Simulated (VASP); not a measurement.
Calculation: PBE GGA, VASP's PBE PAW potentials (set 64) (plane waves; VASP 6.6.1).

VASP ran on this input.

INCAR:
```
SYSTEM = Ni3Al
PREC = Accurate
ENCUT = 500
EDIFF = 1E-6
NELM = 100
ALGO = Normal
LREAL = .FALSE.
LASPH = .TRUE.
ISMEAR = 1
SIGMA = 0.1
GGA = PE
LMAXMIX = 4
ISPIN = 2
MAGMOM = -0.0 0.3 0.3 0.3
LORBIT = 10
LWAVE = .FALSE.
LCHARG = .FALSE.
IBRION = 2
ISIF = 3
NSW = 40
EDIFFG = -0.02
PSTRESS = 300
```

POSCAR:
```
Ni3Al
1.0
  3.4603732095   0.0000000000   0.0000000000
  0.0000000000   3.4603732095   0.0000000000
  0.0000000000   0.0000000000   3.4603732095
Al Ni
1 3
Cart
  0.0000000000   0.0000000000   0.0000000000
  0.0000000000   1.7301866048   1.7301866048
  1.7301866048   0.0000000000   1.7301866048
  1.7301866048   1.7301866048   0.0000000000
```

### KPOINTS
```
kpoints
0
Gamma
  9 9 9
0 0 0
```

POTCAR, in this order: Al Ni (PBE.64 set). Program: vasp_std.

Energy and stress use the plane-wave basis of the starting cell.

**Question.** Estimate the energy per atom (σ→0), cell moment, volume per atom, band gap (on the k-mesh).

**Answer.** 
- energy per atom (σ→0): -5.361 eV/atom
- cell moment: 0.00 μB
- band gap (on the k-mesh): none (metal, semimetal or under 0.01 eV)
- volume per atom: 10.01 Å³/atom

OSZICAR:
```
...
DAV:   3    -0.214852543490E+02    0.25194E+01   -0.10963E+01  3116   0.572E+01    0.252E+00
DAV:   4    -0.214636640435E+02    0.21590E-01   -0.22466E-01  2856   0.475E+00    0.155E+00
DAV:   5    -0.214427943094E+02    0.20870E-01   -0.25855E-02  3992   0.208E+00    0.339E-01
DAV:   6    -0.214424142727E+02    0.38004E-03   -0.29755E-03  2976   0.664E-01    0.945E-02
DAV:   7    -0.214424217602E+02   -0.74875E-05   -0.27900E-04  4168   0.243E-01    0.270E-02
DAV:   8    -0.214424265207E+02   -0.47605E-05   -0.12671E-05  3328   0.515E-02    0.486E-03
DAV:   9    -0.214424258057E+02    0.71498E-06   -0.50289E-07  1576   0.906E-03
   3 F= -.13946625E+02 E0= -.13946840E+02  d E =-.466624E-01  mag=    -0.0001
```

The compound is Ni3Al in the L1_2 structure. This run relaxes it under an external pressure of 30 GPa. Symmetry was kept, so distortions that lower it aren't found.
